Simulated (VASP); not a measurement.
Given:

```yaml
crystal:
  lattice:
    - [-1.48786, 1.48786, 1.48786]
    - [1.48786, -1.48786, 1.48786]
    - [1.48786, 1.48786, -1.48786]
  atoms:
    - { symbol: V, position: [0.00000, 0.00000, 0.00000] }
```

Calculation: PBE GGA with D4 dispersion, VASP's PBE PAW potentials (set 64) (plane waves; VASP). Numerical set-up: 520 eV cut-off, 19×19×19 Γ-centred mesh, tetrahedra with Blöchl corrections, potentials V_sv.

Estimate the energy per atom (σ→0), band gap (on the k-mesh) with the smallest direct gap where there is one.

The band gap (on the k-mesh) is none (metal, semimetal or under 0.01 eV). The energy per atom (σ→0) comes out as -899.5 kJ/mol of atoms.

Total energies compare only between runs with the same potentials, cut-off and functional.

The compound is V in the bcc structure. It was relaxed first, which changed the volume by -5 %. The run is not spin-polarised, so no magnetic state was tried.
